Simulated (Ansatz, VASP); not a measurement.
# GeBr2: VASP beside Ansatz, part 2 of 2

Wanted: the spread between two codes on one cell, functional and k mesh. The cell is generated by rule, not measured, and may not be a known phase. Of the first pair: The cell is taken from a series of runs on this material, whose earlier steps may have relaxed, scaled, displaced or heated it; both programs get it as it stands.

VASP 6.6.1 and Ansatz 0.2.0.

So far: The structure; Ansatz: relaxation of cell and atoms, PBEsol, pair 1; VASP: relaxation of cell and atoms, PBEsol, pair 1; Side by side.

### Step 5. VASP: relaxation of cell and atoms, PBEsol, pair 2

Level of this step: PBEsol; plane waves and PAW (Ge_d, Br); invented cell (VASP).

The relaxed volume is the usual yardstick between codes: in a stiff, nearly cubic crystal its relative difference is about their pressure difference at one cell divided by the bulk modulus. Its start cell is another than that of the pair before, and may be another structure of the material.

Input file INCAR:

```
SYSTEM = GeBr2
PREC = Accurate
ENCUT = 500
EDIFF = 1E-07
NELM = 120
ISMEAR = 0
SIGMA = 0.1
LREAL = .FALSE.
ALGO = Normal
GGA = PS
NBANDS = 20
LORBIT = 11
LWAVE = .FALSE.
LCHARG = .FALSE.
ISIF = 3
IBRION = 2
NSW = 80
EDIFFG = -0.005
LASPH = .TRUE.
GGA_COMPAT = .FALSE.
NELMIN = 4
EFERMI = MIDGAP
```

Input file POSCAR:

```
GeBr2
1.0
    3.9766644144      0.0000000000      0.0000000000
   -1.9883322072      3.4438923335      0.0000000000
    0.0000000000      0.0000000000      6.5031533272
Ge Br
1 2
Direct
    0.0000000000      0.0000000000      0.0000000000
    0.3333332405      0.6666664810      0.2459541487
    0.6666666203      0.3333332405      0.7540458513
```

Input file KPOINTS:

```
Automatic mesh
0
Gamma
6 6 4
0 0 0
```

PAW data sets: Ge_d and Br (PBE family, release 64).

Started as:

```bash
$ mpirun -np 1 vasp_std
```

Numbers of over 12 decimals in the logs are rounded to 6 here.

The log of the run:

```text
[banner, memory and clock lines left out]
running    1 mpi-ranks, on    1 nodes
[...]
[... a notice as in an earlier step ...]

 LDA part: xc-table for (Slater+PW92), standard interpolation
 POSCAR, INCAR and KPOINTS ok, starting setup
[...]
entering main loop
       N       E                     dE             d eps       ncg     rms          rms(c)
DAV:   1     0.234357998816E+03    0.23436E+03   -0.13119E+04  1124   0.221E+03
DAV:   2     0.206652238000E+02   -0.21369E+03   -0.20446E+03  1148   0.570E+02
DAV:   3    -0.931997193800E+01   -0.29985E+02   -0.29719E+02  1128   0.131E+02
DAV:   4    -0.104467438441E+02   -0.11268E+01   -0.11251E+01  1156   0.294E+01
[...]
DAV:  11    -0.103097107186E+02   -0.86041E-05   -0.11455E-05  1052   0.223E-02    0.596E-03
DAV:  12    -0.103097118904E+02   -0.11719E-05   -0.21126E-06  1112   0.809E-03    0.253E-03
DAV:  13    -0.103097119439E+02   -0.53458E-07   -0.18910E-07   908   0.240E-03
   1 F= -.10309712E+02 E0= -.10309712E+02  d E =-.103097E+02
[... from here on, the cycles between the ionic steps are left out ...]
   2 F= -.10309720E+02 E0= -.10309720E+02  d E =-.781631E-05
   3 F= -.10309720E+02 E0= -.10309720E+02  d E =-.783781E-05
   4 F= -.10309720E+02 E0= -.10309720E+02  d E =-.806548E-05
   5 F= -.10309720E+02 E0= -.10309720E+02  d E =-.801955E-05
   6 F= -.10309720E+02 E0= -.10309720E+02  d E =-.809294E-05
   7 F= -.10309720E+02 E0= -.10309720E+02  d E =-.804621E-05
   8 F= -.10309724E+02 E0= -.10309724E+02  d E =-.387821E-05
 trial-energy change:   -0.000004  1 .order   -0.000004   -0.000004   -0.000003
 step:   3.9027(harm=  3.9027)  dis= 0.00128  next Energy=   -10.309728 (dE=-0.820E-05)
 reached required accuracy - stopping structural energy minimisation
```

Parts of OUTCAR (step 5):

```text
  Total        0.0018922      0.0018922      0.0041989      0.0000000      0.0000000      0.0000000
  in kB        0.0340766      0.0340766      0.0756168      0.0000000      0.0000000      0.0000000
  external PRESSURE =       0.0479233 kB  Pullay stress =       0.0000000 kB

 POSITION                                       TOTAL-FORCE (eV/Angst)
 -----------------------------------------------------------------------------------
      3.97470     -0.00000     -0.00000        -0.000000      0.000000     -0.000000
     -0.00000      2.29479      1.59980         0.000000     -0.000000      0.004852
      1.98735      1.14740      4.90288        -0.000000      0.000000     -0.004852
 -----------------------------------------------------------------------------------
    total drift:                               -0.000000      0.000579      0.000000

  FREE ENERGIE OF THE ION-ELECTRON SYSTEM (eV)
  ---------------------------------------------------
  free  energy   TOTEN  =       -10.3097238683 eV

  energy  without entropy=      -10.3097238683  energy(sigma->0) =      -10.30972387

[... 1 part as in an earlier step ...]

[... 3 further parts left out ...]
[key lines of the parts left out:]
E-fermi :   2.1153
```

### Step 6. Ansatz: relaxation of cell and atoms, PBEsol, pair 2

Its own start cell and the same functional, mesh and smearing now go to Ansatz, which takes its cutoff from its data sets.

The two relaxations start from unlike cells of this crystal (the structure described is Ansatz's start), so only their ends are compared.

Input file input.yaml:

```yaml
crystal:
  lattice:
    - [4.147, 0.0, 0.0]
    - [-2.0735, 3.59141, 0.0]
    - [0.0, 0.0, 6.71814]
  atoms:
    - { symbol: Ge, position: [0.0, 0.0, 0.0] }
    - { symbol: Br, position: [0.333333, 0.666667, 0.25] }
    - { symbol: Br, position: [0.666667, 0.333333, 0.75] }
kpoints:
  mp_grid: { grid: [6, 6, 4] }
hamiltonian:
  xc: pbesol
scf:
  occupations: { method: gaussian, width: 0.1 }
output:
  forces: true
  stress: true
  eigenvalues: true
relax:
  adjacent_minimum: "off"
  f_tol: 0.05
  max_steps: 80
  cell: { stress_tol: 0.5 }
```

Started as:

```bash
$ ansatz run input.yaml --threads 4 --pin off --max-ram 7168MiB --backend cpu --events-out ev --progress --plain --runs-dir out
```

The log of the run:

```text
[...]
k-point 23: bands = [... 10 lower, -0.3205, 1.5298, 1.5298, 3.0609, 6.8693, 6.8693, 7.6773, 11.2678]
--- Relaxed structure (3 steps of the walk, 3 accepted, 1 SCFs on fresh bases) ---
[...]
cell:  # Å, volume = 92.2122 Å³
    - [4.002846, 0.0, 0.0]
    - [-2.001423, 3.466566, 0]
    - [0.0, 0, 6.645387]
  atoms:
    - { symbol: Ge, position: [0, 0, 0.0] }
    - { symbol: Br, position: [0.333333, 0.666667, 0.238446] }
    - { symbol: Br, position: [0.666667, 0.333333, 0.761554] }
[key lines of the parts left out:]
SCF converged after 5 iterations
Free energy (F): -9728.118460 eV
Fermi energy:    4.088376 eV
P = ⅓ Tr σ = -0.2558 GPa (-2.558 kbar)
```

### Step 7. Differences

The two programs side by side:

| quantity | Ansatz | VASP | difference |
| --- | --- | --- | --- |
| volume (Å³) | 92.21 | 88.97 | +3.65 % |
| edge a after relaxation, in the typed setting (Å) | 4.003 | 3.975 | +0.71 % |
| edge c after relaxation, in the typed setting (Å) | 6.645 | 6.503 | +2.19 % |

### Step 8. Summary of results

| Property | Result |
| --- | --- |
| difference in volume (relaxation of cell and atoms, PBEsol, pair 1) | -0.035 % |
| difference in volume (relaxation of cell and atoms, PBEsol, pair 2) | 3.6 % |

What this shows: The difference in volume is 3.6 % (relaxation of cell and atoms, PBEsol, pair 2), beyond the 1.2 % picked in this series as the mark of a large difference, as far as the stopping tolerances let one tell. What causes the difference of the relaxation of cell and atoms, PBEsol, pair 2 pair stays open here. 1 further run of this series is not shown here. How closely two codes agree says nothing of how well the functional describes the real material.

[Lines on the potential files, build, host, timing and source positions are cut from VASP's logs without a mark.]

[Logs are printed without paths, hosts, clocks, repeated set-up lines and the standing remarks that a program may print on its own settings, such as how far it seeks lower states.]

[Hosts, paths, dates, database ids (printed as entryN), source tags and the programs' standing remarks are cut or masked in the printed files.]
